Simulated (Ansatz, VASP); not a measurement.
# RbHPd in two plane-wave programs

One calculation is typed for both programs; each brings its own data sets. How far apart do they land? The cell is generated by rule, not measured, and may not be a known phase. The cell is taken from a series of runs on this material, whose earlier steps may have relaxed, scaled, displaced or heated it; both programs get it as it stands.

Calculated with Ansatz 0.2.0; plane waves, with VASP 6.6.1 beside it; zone-centre phonons at PBEsol.

The structure was built from a prototype and need not be the compound's stable phase.

## 1. The structure

It takes space group Pmma (No. 51, orthorhombic). Conventional cell: a = 5.631 Å, b = 4.597 Å, c = 5.103 Å, α = 90.00°, β = 90.00°, γ = 90.00°. Nearest to Rb lie 4 Pd at 3.17 Å and 2 Rb at 3.32 Å and 2 H at 3.34 Å. Nearest to H lie 2 Pd at 1.73 Å. Nearest to Pd lie 2 H at 1.73 Å and 2 Pd at 2.82 Å and 4 Rb at 3.17 Å. Farther neighbours are not listed.

Structure file:

```xyz
6
Lattice="5.6312 0.0000 0.0000 0.0000 4.5975 0.0000 0.0000 0.0000 5.1030" Properties=species:S:1:pos:R:3 pbc="T T T"
Rb    4.2234    2.2987    1.6686
Rb    1.4078    2.2987    3.4344
H     4.2234    0.0000    4.0920
H     1.4078    0.0000    1.0110
Pd    0.0000    0.0000    0.0000
Pd    2.8156    0.0000    0.0000
```

## 2. VASP: zone-centre phonons, PBEsol

Second derivatives magnify differences that forces hide, and they need a tight electronic threshold.

Lines of VASP's logs that name or quote its potential files are left out, and so is its time.

Input file INCAR:

```
SYSTEM = RbHPd
PREC = Accurate
ENCUT = 500
EDIFF = 1E-08
NELM = 120
ISMEAR = 0
SIGMA = 0.01
LREAL = .FALSE.
ALGO = Normal
GGA = PS
NBANDS = 26
LASPH = .TRUE.
LORBIT = 11
LWAVE = .FALSE.
LCHARG = .FALSE.
ISIF = 2
IBRION = 8
LEPSILON = .TRUE.
GGA_COMPAT = .FALSE.
EFERMI = MIDGAP
KPAR = 2
```

Input file POSCAR:

```
RbHPd
1.0
    5.6312184363      0.0000000000      0.0000000000
    0.0000000000      4.5974786283      0.0000000000
    0.0000000000      0.0000000000      5.1030364909
Rb H Pd
2 2 2
Direct
    0.7500000000      0.5000000000      0.3269797315
    0.2500000000      0.5000000000      0.6730202685
    0.7500000000      0.0000000000      0.8018797700
    0.2500000000      0.0000000000      0.1981202300
    0.0000000000      0.0000000000      0.0000000000
    0.5000000000      0.0000000000      0.0000000000
```

Input file KPOINTS:

```
Automatic mesh
0
Gamma
4 6 6
0 0 0
```

PAW data sets: Rb_sv, H and Pd (PBE family, release 64).

On the command line:

```
$ mpirun -np 2 vasp_std
```

Numbers of over 12 decimals in the logs are rounded to 6 here.

Output:

```text
[banner, memory and clock lines left out]
running    2 mpi-ranks, on    1 nodes
 distrk:  each k-point on    1 cores,    2 groups
 distr:  one band on    1 cores,    1 groups

 POSCAR found type information on POSCAR RbH Pd
 POSCAR found :  3 types and       6 ions
|                                                                             |
|               ----> ADVICE to this user running VASP <----                  |
|                                                                             |
|     You enforced a specific xc type in the INCAR file but a different       |
|     [... a line on the potential file left out ...]
|     I HOPE YOU KNOW WHAT YOU ARE DOING!                                     |
|                                                                             |

 LDA part: xc-table for (Slater+PW92), standard interpolation
 POSCAR, INCAR and KPOINTS ok, starting setup
 FFT: planning ... GRIDC
 FFT: planning ... GRID_SOFT
 FFT: planning ... GRID
 WAVECAR not read
 entering main loop
       N       E                     dE             d eps       ncg     rms          rms(c)
DAV:   1     0.235015643896E+03    0.23502E+03   -0.17880E+04  2496   0.132E+03
DAV:   2    -0.804475340294E+01   -0.24306E+03   -0.23478E+03  3192   0.281E+02
DAV:   3    -0.219527979039E+02   -0.13908E+02   -0.13847E+02  3464   0.657E+01
DAV:   4    -0.223061784025E+02   -0.35338E+00   -0.35296E+00  3602   0.871E+00
DAV:   5    -0.223141754187E+02   -0.79970E-02   -0.79962E-02  3256   0.108E+00    0.920E+00
DAV:   6    -0.214361855476E+02    0.87799E+00   -0.93782E-01  2816   0.408E+00    0.554E+00
DAV:   7    -0.211426327770E+02    0.29355E+00   -0.95468E-01  3016   0.525E+00    0.124E+00
DAV:   8    -0.211365636889E+02    0.60691E-02   -0.10783E-01  3642   0.159E+00    0.851E-01
DAV:   9    -0.211368315065E+02   -0.26782E-03   -0.26064E-02  2858   0.956E-01    0.149E-01
DAV:  10    -0.211367744116E+02    0.57095E-04   -0.20879E-03  3512   0.215E-01    0.699E-02
DAV:  11    -0.211368922823E+02   -0.11787E-03   -0.29357E-04  3010   0.830E-02    0.141E-02
DAV:  12    -0.211368973013E+02   -0.50190E-05   -0.25038E-05  3180   0.234E-02    0.539E-03
DAV:  13    -0.211368983798E+02   -0.10785E-05   -0.25302E-06  3058   0.872E-03    0.126E-03
DAV:  14    -0.211368984622E+02   -0.82324E-07   -0.18123E-07  3444   0.226E-03    0.648E-04
DAV:  15    -0.211368984579E+02    0.42592E-08   -0.63979E-08  2794   0.143E-03
   1 F= -.21136898E+02 E0= -.21136898E+02  d E =0.000000E+00
 Linear response reoptimize wavefunctions to high precision
DAV:   1    -0.211368984544E+02    0.35025E-08   -0.49964E-09  2558   0.368E-04
DAV:   2    -0.211368984544E+02    0.54570E-11   -0.26456E-10  1436   0.827E-05
 Linear response G [H, r] |phi>, progress :
  Direction:   1
       N       E                     dE             d eps       ncg     rms
RMM:   1    -0.165069799744E+03   -0.16507E+03    0.43038E+02  5294   0.104E+02
RMM:   2    -0.158000339088E+03    0.70695E+01   -0.18314E+01  4534   0.204E+01
RMM:   3    -0.158536301277E+03   -0.53596E+00   -0.29306E+00  5085   0.470E+00
RMM:   4    -0.158632880746E+03   -0.96579E-01   -0.68090E-01  5458   0.159E+00
RMM:   5    -0.158640259564E+03   -0.73788E-02   -0.15292E-01  5554   0.599E-01
RMM:   6    -0.158641253865E+03   -0.99430E-03   -0.26691E-02  5644   0.226E-01
RMM:   7    -0.158641438937E+03   -0.18507E-03   -0.82409E-03  5865   0.107E-01
RMM:   8    -0.158641454409E+03   -0.15472E-04   -0.22454E-03  5791   0.500E-02
RMM:   9    -0.158641466737E+03   -0.12328E-04   -0.98445E-05  5553   0.263E-02
RMM:  10    -0.158641472634E+03   -0.58969E-05   -0.21110E-04  5230   0.160E-02
RMM:  11    -0.158641474022E+03   -0.13883E-05    0.14706E-04  4952   0.110E-02
RMM:  12    -0.158641474565E+03   -0.54308E-06   -0.16918E-04  4655   0.863E-03
RMM:  13    -0.158641474683E+03   -0.11723E-06   -0.70120E-05  4166   0.726E-03
RMM:  14    -0.158641474770E+03   -0.87681E-07   -0.17253E-04  3810   0.649E-03
RMM:  15    -0.158641474739E+03    0.31625E-07   -0.21426E-04  3608   0.605E-03
RMM:  16    -0.158641474796E+03   -0.57462E-07   -0.21622E-04  3474   0.578E-03
RMM:  17    -0.158641474763E+03    0.32809E-07   -0.24687E-04  3409   0.562E-03
RMM:  18    -0.158641474800E+03   -0.36927E-07   -0.23218E-04  3337   0.552E-03
 Linear response G [H, r] |phi>, progress :
  Direction:   2
       N       E                     dE             d eps       ncg     rms
RMM:   1    -0.153831912472E+03   -0.15383E+03    0.58350E+02  5007   0.101E+02
RMM:   2    -0.161811449752E+03   -0.79795E+01   -0.21452E+01  4676   0.207E+01
RMM:   3    -0.162382806790E+03   -0.57136E+00   -0.33562E+00  5157   0.491E+00
RMM:   4    -0.162475989876E+03   -0.93183E-01   -0.63392E-01  5440   0.174E+00
RMM:   5    -0.162489061138E+03   -0.13071E-01   -0.14108E-01  5473   0.710E-01
[...]
RMM:   9    -0.242376188708E+00    0.58499E-06   -0.40625E-07  6082   0.695E-04    0.970E-05
RMM:  10    -0.242375990669E+00    0.19804E-06    0.60521E-08  5878   0.369E-04    0.225E-05
RMM:  11    -0.242376029634E+00   -0.38966E-07   -0.12249E-07  6169   0.222E-04    0.132E-05
RMM:  12    -0.242376057410E+00   -0.27775E-07   -0.64566E-08  6021   0.166E-04    0.534E-06
RMM:  13    -0.242376066177E+00   -0.87673E-08   -0.56919E-08  6034   0.142E-04    0.450E-06
 first order change of Fermi-energy   0.73002E-01
[...]
Linear response progress:
  Degree of freedom:   6/  9
       N       E                     dE             d eps       ncg     rms          rms(c)
RMM:   1    -0.155134757769E-01   -0.15513E-01    0.33391E-03  5270   0.363E-01
RMM:   2    -0.152664990972E-01    0.24698E-03   -0.51960E-04  4259   0.762E-02    0.113E-01
RMM:   3    -0.154620673707E-01   -0.19557E-03   -0.21875E-04  4179   0.500E-02    0.625E-02
RMM:   4    -0.157672444199E-01   -0.30518E-03   -0.94640E-05  4165   0.378E-02    0.164E-02
RMM:   5    -0.158598019371E-01   -0.92558E-04   -0.10172E-05  4559   0.132E-02    0.537E-03
RMM:   6    -0.159003053640E-01   -0.40503E-04   -0.91869E-07  4600   0.595E-03    0.129E-03
RMM:   7    -0.159046440087E-01   -0.43386E-05   -0.50943E-07  4981   0.183E-03    0.410E-04
RMM:   8    -0.159065855325E-01   -0.19415E-05    0.94326E-07  5305   0.788E-04    0.162E-04
RMM:   9    -0.159064769311E-01    0.10860E-06    0.19514E-07  5310   0.361E-04    0.390E-05
RMM:  10    -0.159065044223E-01   -0.27491E-07    0.32583E-07  5773   0.163E-04    0.190E-05
RMM:  11    -0.159065087769E-01   -0.43547E-08   -0.34312E-08  5843   0.765E-05    0.544E-06
 first order change of Fermi-energy  -0.75326E-01
 force on displaced ion       3 direction 3 :  -0.000   0.000  -5.464
 Born effective charge ion    3 direction 3 :   0.000   0.000  -0.234
 Linear response progress:
  Degree of freedom:   7/  9
       N       E                     dE             d eps       ncg     rms          rms(c)
RMM:   1    -0.267196150395E+00   -0.26720E+00   -0.25009E-01  5198   0.248E+00
RMM:   2    -0.263416998000E+00    0.37792E-02   -0.52199E-03  4470   0.363E-01    0.110E-01
RMM:   3    -0.263795429613E+00   -0.37843E-03   -0.73731E-04  4738   0.965E-02    0.565E-02
RMM:   4    -0.264152922382E+00   -0.35749E-03   -0.19221E-04  5039   0.388E-02    0.196E-02
RMM:   5    -0.264305923381E+00   -0.15300E-03   -0.21013E-05  5259   0.142E-02    0.365E-03
RMM:   6    -0.264318597115E+00   -0.12674E-04    0.30739E-06  5788   0.380E-03    0.139E-03
RMM:   7    -0.264310600809E+00    0.79963E-05    0.29055E-06  5908   0.167E-03    0.259E-04
RMM:   8    -0.264310972314E+00   -0.37150E-06    0.70152E-07  6431   0.659E-04    0.130E-04
RMM:   9    -0.264310839203E+00    0.13311E-06   -0.16840E-06  6643   0.305E-04    0.729E-05
RMM:  10    -0.264310292718E+00    0.54648E-06    0.30204E-07  5936   0.195E-04    0.249E-05
RMM:  11    -0.264310312704E+00   -0.19986E-07   -0.96529E-07  6946   0.113E-04    0.123E-05
RMM:  12    -0.264310340918E+00   -0.28214E-07   -0.44758E-07  7044   0.824E-05    0.472E-06
RMM:  13    -0.264310346314E+00   -0.53964E-08   -0.30022E-07  7053   0.697E-05    0.160E-06
RMM:  14    -0.264310344193E+00    0.21218E-08   -0.12298E-07  7079   0.636E-05    0.834E-07
RMM:  15    -0.264310348190E+00   -0.39978E-08   -0.18325E-07  6199   0.611E-05    0.298E-07
RMM:  16    -0.264310348442E+00   -0.25153E-09   -0.15522E-07  4810   0.603E-05    0.100E-07
RMM:  17    -0.264310348675E+00   -0.23274E-09   -0.14995E-07  4039   0.601E-05    0.303E-08
 first order change of Fermi-energy  -0.11906E-03
 force on displaced ion       5 direction 1 : -11.276   0.000  -3.625
 Born effective charge ion    5 direction 1 :  -0.918   0.000  -0.001
 Linear response progress:
  Degree of freedom:   8/  9
       N       E                     dE             d eps       ncg     rms          rms(c)
RMM:   1    -0.267336665617E+00   -0.26734E+00   -0.25555E-01  5060   0.248E+00
RMM:   2    -0.265941449069E+00    0.13952E-02   -0.71220E-03  4638   0.381E-01    0.122E-01
RMM:   3    -0.266252896619E+00   -0.31145E-03   -0.19640E-04  4858   0.680E-02    0.676E-02
RMM:   4    -0.266738528296E+00   -0.48563E-03   -0.25956E-04  5026   0.701E-02    0.116E-02
RMM:   5    -0.266674309847E+00    0.64218E-04   -0.69554E-06  5331   0.113E-02    0.754E-03
RMM:   6    -0.266564322571E+00    0.10999E-03   -0.41263E-06  5235   0.903E-03    0.135E-03
RMM:   7    -0.266559370923E+00    0.49516E-05   -0.61618E-07  5607   0.322E-03    0.841E-04
RMM:   8    -0.266540993249E+00    0.18378E-04   -0.12343E-07  5795   0.122E-03    0.167E-04
RMM:   9    -0.266542798313E+00   -0.18051E-05   -0.60506E-07  6337   0.420E-04    0.556E-05
RMM:  10    -0.266543585444E+00   -0.78713E-06   -0.52000E-07  6640   0.190E-04    0.140E-05
RMM:  11    -0.266543616901E+00   -0.31457E-07   -0.95553E-08  6905   0.101E-04    0.105E-05
RMM:  12    -0.266543578054E+00    0.38847E-07   -0.76013E-08  6655   0.761E-05    0.493E-06
RMM:  13    -0.266543540804E+00    0.37250E-07   -0.10376E-08  6686   0.669E-05    0.882E-07
RMM:  14    -0.266543533807E+00    0.69969E-08   -0.10698E-08  6483   0.616E-05    0.847E-07
 first order change of Fermi-energy  -0.54594E-04
 force on displaced ion       5 direction 2 :   0.000  -2.919   0.000
 Born effective charge ion    5 direction 2 :   0.000  -1.086   0.000
 Linear response progress:
  Degree of freedom:   9/  9
       N       E                     dE             d eps       ncg     rms          rms(c)
RMM:   1    -0.267689104880E+00   -0.26769E+00   -0.25171E-01  5250   0.249E+00
RMM:   2    -0.265969203033E+00    0.17199E-02   -0.59220E-03  4545   0.372E-01    0.116E-01
RMM:   3    -0.266338093937E+00   -0.36889E-03   -0.29045E-04  4921   0.730E-02    0.618E-02
RMM:   4    -0.266778991796E+00   -0.44090E-03   -0.17734E-04  5090   0.565E-02    0.109E-02
RMM:   5    -0.266767732777E+00    0.11259E-04   -0.92067E-06  5460   0.125E-02    0.555E-03
RMM:   6    -0.266708887385E+00    0.58845E-04   -0.96946E-07  5563   0.523E-03    0.126E-03
RMM:   7    -0.266693173145E+00    0.15714E-04    0.28799E-08  6019   0.182E-03    0.410E-04
RMM:   8    -0.266687543034E+00    0.56301E-05    0.41247E-07  6173   0.740E-04    0.184E-04
RMM:   9    -0.266685892253E+00    0.16508E-05    0.22297E-07  6154   0.402E-04    0.928E-05
RMM:  10    -0.266686855938E+00   -0.96368E-06   -0.49609E-07  6774   0.205E-04    0.304E-05
RMM:  11    -0.266687010370E+00   -0.15443E-06   -0.11932E-07  6322   0.135E-04    0.897E-06
RMM:  12    -0.266687074382E+00   -0.64013E-07   -0.29563E-08  7203   0.894E-05    0.426E-06
RMM:  13    -0.266687100850E+00   -0.26468E-07   -0.79153E-08  7032   0.719E-05    0.153E-06
RMM:  14    -0.266687101883E+00   -0.10333E-08   -0.88549E-08  7014   0.662E-05    0.544E-07
 first order change of Fermi-energy  -0.92871E-04
 force on displaced ion       5 direction 3 :  -3.638   0.000  -5.002
 Born effective charge ion    5 direction 3 :  -0.575   0.000  -0.814
 Born effective charges drift removed
 Linear response finished
```

[end of part 1 of 3]

[Lines on the potential files, build, host, timing and source positions are cut from VASP's logs without a mark.]

[Logs are printed without paths, hosts, clocks, repeated set-up lines and the standing remarks that a program may print on its own settings, such as how far it seeks lower states.]

[Hosts, paths, dates, database ids (printed as entryN), source tags and the programs' standing remarks are cut or masked in the printed files.]
